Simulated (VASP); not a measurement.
Level of theory: PBE GGA, VASP's PBE PAW potentials (set 64) (plane waves; VASP).

A VASP calculation is set up with these files.

### INCAR
```
SYSTEM = TiB2
PREC = Accurate
ENCUT = 520
EDIFF = 1E-6
NELM = 100
ALGO = Normal
LREAL = .FALSE.
LASPH = .TRUE.
ISMEAR = 1
SIGMA = 0.1
GGA = PE
LMAXMIX = 4
LWAVE = .FALSE.
LCHARG = .FALSE.
ISIF = 2
IBRION = 2
NSW = 40
EDIFFG = -0.01
```

KPOINTS:
```
Automatic mesh
0
gamma
  9 9 7
0 0 0
```

**POSCAR**
```
TiB2
1
    1.5453000000    -2.6765380000     0.0000000000
    1.5453000000     2.6765380000     0.0000000000
    0.0000000000     0.0000000000     3.2946000000
Ti B
1 2
Direct
  0.0294869881   0.0481678362   0.0000000000
  0.3333330000   0.6666670000   0.5000000000
  0.6666670000   0.3333330000   0.5000000000
```

POTCAR, in this order: Ti_sv B (PBE.64 set). Program: vasp_std.

The resulting files:

File OUTCAR:
```
 ion  position               nearest neighbor table
   1  0.029  0.048  0.000-   2 2.34   2 2.34   3 2.37   3 2.37   3 2.39   3 2.39   2 2.47   2 2.47
                             2 2.49   2 2.49   3 2.52   3 2.52
   2  0.333  0.667  0.500-   3 1.78   3 1.78   3 1.78   1 2.34   1 2.34   1 2.47   1 2.47   1 2.49
                             1 2.49
   3  0.667  0.333  0.500-   2 1.78   2 1.78   2 1.78   1 2.37   1 2.37   1 2.39   1 2.39   1 2.52
                             1 2.52
  LATTYP: Found a hexagonal cell.
 ALAT       =     3.0905999022
 C/A-ratio  =     1.0660066344
 Subroutine PRICEL returns:
 Original cell was already a primitive cell.
 Subroutine GETGRP returns: Found  2 space group operations
The static configuration has the point symmetry C_1h.
The dynamic configuration has the point symmetry C_1h.
 Subroutine INISYM returns: Found  2 space group operations
 Subroutine IBZKPT returns following result:
 Found    164 irreducible k-points:

 Following reciprocal coordinates:
            Coordinates               Weight
  0.000000  0.000000  0.000000      1.000000
  0.111111  0.000000  0.000000      2.000000
  0.000000  0.111111  0.000000      2.000000
 -0.111111  0.111111  0.000000      2.000000
  0.222222  0.000000  0.000000      2.000000
  0.000000  0.222222  0.000000      2.000000
 -0.222222  0.222222  0.000000      2.000000
  0.333333  0.000000  0.000000      2.000000
  0.000000  0.333333  0.000000      2.000000
 -0.333333  0.333333  0.000000      2.000000
  0.444444  0.000000  0.000000      2.000000
  0.000000  0.444444  0.000000      2.000000
 -0.444444  0.444444  0.000000      2.000000
  0.111111  0.111111  0.000000      2.000000
 -0.111111  0.222222  0.000000      2.000000
 -0.222222  0.111111  0.000000      2.000000
  0.222222  0.111111  0.000000      2.000000
 -0.111111  0.333333  0.000000      2.000000
 -0.333333  0.222222  0.000000      2.000000
 -0.222222  0.333333  0.000000      2.000000
  0.111111  0.222222  0.000000      2.000000
  0.333333 -0.111111  0.000000      2.000000
  0.333333  0.111111  0.000000      2.000000
 -0.111111  0.444444  0.000000      2.000000
 -0.444444  0.333333  0.000000      2.000000
 -0.333333  0.444444  0.000000      2.000000
  0.111111  0.333333  0.000000      2.000000
  0.444444 -0.111111  0.000000      2.000000
  0.444444  0.111111  0.000000      2.000000
 -0.111111 -0.444444  0.000000      2.000000
  0.444444  0.444444  0.000000      2.000000
  0.222222  0.222222  0.000000      2.000000
 -0.222222  0.444444  0.000000      2.000000
 -0.444444  0.222222  0.000000      2.000000
  0.333333  0.222222  0.000000      2.000000
 -0.222222 -0.444444  0.000000      2.000000
  0.444444  0.333333  0.000000      2.000000
 -0.333333 -0.444444  0.000000      2.000000
  0.222222  0.333333  0.000000      2.000000
 -0.444444 -0.222222  0.000000      2.000000
   k-points           NKPTS =    164   k-points in BZ     NKDIM =    164   number of bands    NBANDS=     13
   number of dos      NEDOS =    301   number of ions     NIONS =      3
   total plane-waves  NPLWV =  16128
   dimension x,y,z NGX =    24 NGY =   24 NGZ =   28
   dimension x,y,z NGXF=    48 NGYF=   48 NGZF=   56
   ions per type =               1   2
   PREC   = accura    normal or accurate (medium, high low for compatibility)
   ISTART =      0    job   : 0-new  1-cont  2-samecut
   ICHARG =      2    charge: 1-file 2-atom 10-const
   ISPIN  =      1    spin polarized calculation?
   LNONCOLLINEAR =      F non collinear calculations
   LSORBIT =      F    spin-orbit coupling
   INIWAV =      1    electr: 0-lowe 1-rand  2-diag
   ENCUT  =  520.0 eV  38.22 Ry    6.18 a.u.   5.75  5.75  6.13*2*pi/ulx,y,z
...
```

**OSZICAR**
```
       N       E                     dE             d eps       ncg     rms          rms(c)
DAV:   1     0.120278243904E+03    0.12028E+03   -0.88128E+03  4264   0.156E+03
DAV:   2    -0.187190030633E+02   -0.13900E+03   -0.13525E+03  4335   0.391E+02
DAV:   3    -0.289896945528E+02   -0.10271E+02   -0.10118E+02  6790   0.947E+01
DAV:   4    -0.293153216136E+02   -0.32563E+00   -0.32531E+00  5313   0.158E+01
DAV:   5    -0.293275748230E+02   -0.12253E-01   -0.12252E-01  6642   0.272E+00    0.155E+01
DAV:   6    -0.242496974359E+02    0.50779E+01   -0.27908E+01  5750   0.583E+01    0.377E+00
DAV:   7    -0.242662006630E+02   -0.16503E-01   -0.22217E+00  4936   0.172E+01    0.306E+00
DAV:   8    -0.242718446873E+02   -0.56440E-02   -0.22395E-01  6089   0.464E+00    0.882E-01
DAV:   9    -0.242608267718E+02    0.11018E-01   -0.98964E-02  5844   0.414E+00    0.286E-01
DAV:  10    -0.242600113096E+02    0.81546E-03   -0.53781E-03  5256   0.969E-01    0.607E-02
DAV:  11    -0.242600673922E+02   -0.56083E-04   -0.69281E-04  6438   0.318E-01    0.616E-02
DAV:  12    -0.242600282792E+02    0.39113E-04   -0.26708E-04  6056   0.213E-01    0.113E-02
DAV:  13    -0.242600262923E+02    0.19869E-05   -0.13979E-05  5388   0.489E-02    0.160E-03
DAV:  14    -0.242600262935E+02   -0.11578E-08   -0.30193E-07  2402   0.654E-03
   1 F= -.24260026E+02 E0= -.24260065E+02  d E =-.242600E+02
       N       E                     dE             d eps       ncg     rms          rms(c)
DAV:   1    -0.241755426765E+02    0.84484E-01   -0.19633E+01  5386   0.116E+02    0.907E-01
DAV:   2    -0.243580855536E+02   -0.18254E+00   -0.19638E+00  4274   0.159E+01    0.394E-01
DAV:   3    -0.243600015889E+02   -0.19160E-02   -0.35903E-02  5630   0.182E+00    0.219E-01
DAV:   4    -0.243595607507E+02    0.44084E-03   -0.21322E-03  4584   0.432E-01    0.532E-02
DAV:   5    -0.243595659196E+02   -0.51690E-05   -0.12387E-04  5403   0.122E-01    0.175E-02
DAV:   6    -0.243595656596E+02    0.26002E-06   -0.64786E-06  4897   0.308E-02
   2 F= -.24359566E+02 E0= -.24359817E+02  d E =-.995394E-01
       N       E                     dE             d eps       ncg     rms          rms(c)
DAV:   1    -0.243573440503E+02    0.22219E-02   -0.45273E-01  5364   0.184E+01    0.124E-01
DAV:   2    -0.243613484898E+02   -0.40044E-02   -0.43556E-02  4289   0.230E+00    0.468E-02
DAV:   3    -0.243613842339E+02   -0.35744E-04   -0.72341E-04  5672   0.258E-01    0.272E-02
DAV:   4    -0.243613752077E+02    0.90262E-05   -0.44906E-05  4594   0.626E-02    0.438E-03
DAV:   5    -0.243613753784E+02   -0.17066E-06   -0.19332E-06  4488   0.166E-02
   3 F= -.24361375E+02 E0= -.24361626E+02  d E =-.101349E+00
       N       E                     dE             d eps       ncg     rms          rms(c)
DAV:   1    -0.243612475194E+02    0.12769E-03   -0.10381E-02  5369   0.278E+00    0.187E-02
DAV:   2    -0.243613394293E+02   -0.91910E-04   -0.99951E-04  4349   0.348E-01    0.718E-03
DAV:   3    -0.243613402587E+02   -0.82934E-06   -0.16251E-05  5689   0.388E-02    0.420E-03
DAV:   4    -0.243613400573E+02    0.20135E-06   -0.89391E-07  2706   0.941E-03
   4 F= -.24361340E+02 E0= -.24361590E+02  d E =-.101314E+00
       N       E                     dE             d eps       ncg     rms          rms(c)
DAV:   1    -0.243618041020E+02   -0.46384E-03   -0.60222E-02  4284   0.247E+00    0.713E-02
DAV:   2    -0.243617396295E+02    0.64472E-04   -0.10088E-03  5269   0.333E-01    0.403E-02
DAV:   3    -0.243616842650E+02    0.55365E-04   -0.20398E-04  4889   0.933E-02    0.503E-03
DAV:   4    -0.243616842198E+02    0.45213E-07   -0.15535E-05  4734   0.308E-02    0.326E-03
DAV:   5    -0.243616842316E+02   -0.11863E-07   -0.23935E-07  2455   0.476E-03
   5 F= -.24361684E+02 E0= -.24361933E+02  d E =-.344174E-03
       N       E                     dE             d eps       ncg     rms          rms(c)
DAV:   1    -0.243617547435E+02   -0.70524E-04   -0.46576E-03  4284   0.688E-01    0.198E-02
DAV:   2    -0.243617497792E+02    0.49643E-05   -0.77710E-05  5249   0.926E-02    0.112E-02
DAV:   3    -0.243617455073E+02    0.42719E-05   -0.15630E-05  4854   0.258E-02    0.137E-03
DAV:   4    -0.243617455017E+02    0.56336E-08   -0.11604E-06  3138   0.834E-03
   6 F= -.24361746E+02 E0= -.24361994E+02  d E =-.405444E-03
       N       E                     dE             d eps       ncg     rms          rms(c)
DAV:   1    -0.243617124397E+02    0.33068E-04   -0.91075E-03  5354   0.261E+00    0.176E-02
DAV:   2    -0.243617923777E+02   -0.79938E-04   -0.87121E-04  4289   0.326E-01    0.667E-03
DAV:   3    -0.243617930495E+02   -0.67185E-06   -0.14414E-05  5681   0.366E-02    0.384E-03
DAV:   4    -0.243617928497E+02    0.19977E-06   -0.80996E-07  2600   0.888E-03
   7 F= -.24361793E+02 E0= -.24362041E+02  d E =-.473480E-04
```

### OUTCAR
```
------------------------ aborting loop because EDIFF is reached ----------------------------------------
  FORCE on cell =-STRESS in cart. coord.  units (eV):
  Direction    XX          YY          ZZ          XY          YZ          ZX
  --------------------------------------------------------------------------------------
  Total       -2.3318122     -2.3318993     -2.1691562      0.0001179      0.0000000      0.0000000
  in kB     -137.0835177   -137.0886395   -127.5212318      0.0069295      0.0000000      0.0000000
  external PRESSURE =    -133.8977963 kB  Pullay stress =       0.0000000 kB
  volume of cell :       27.25
      direct lattice vectors                 reciprocal lattice vectors
     1.545300000 -2.676538000  0.000000000     0.323561768 -0.186808482  0.000000000
     1.545300000  2.676538000  0.000000000     0.323561768  0.186808482  0.000000000
     0.000000000  0.000000000  3.294600000     0.000000000  0.000000000  0.303526984
 POSITION                                       TOTAL-FORCE (eV/Angst)
 -----------------------------------------------------------------------------------
      0.03976      0.01657      0.00000         0.004214      0.001781      0.000000
      1.58543      0.90889      1.64730        -0.002413     -0.000802      0.000000
      1.58541     -0.87546      1.64730        -0.001800     -0.000979      0.000000
 -----------------------------------------------------------------------------------
    total drift:                                0.000146      0.000117     -0.000000
  FREE ENERGIE OF THE ION-ELECTRON SYSTEM (eV)
  ---------------------------------------------------
  free  energy   TOTEN  =       -24.3617928497 eV

  energy  without entropy=      -24.3625375953  energy(sigma->0) =      -24.36204110

 reached required accuracy - stopping structural energy minimisation
```
(Selected blocks of OUTCAR.)

**CONTCAR**
```
TiB2
   1.00000000000000
     1.5452999999999999   -2.6765379999999999    0.0000000000000000
     1.5452999999999999    2.6765379999999999    0.0000000000000000
     0.0000000000000000    0.0000000000000000    3.2946000000000000
  Ti              B
     1     2
Direct
     0.0097710152304229    0.0159615887666329    0.0000000000000000
     0.3431955048762528    0.6827729137720391    0.5000000000000000
     0.6765204679933211    0.3494333336613291    0.5000000000000000
```

The compound is TiB2 in the AlB2 type structure. In the starting cell atoms are displaced from their ideal sites. This run relaxes the ions in a fixed cell. Symmetry was kept, so distortions that lower it aren't found.
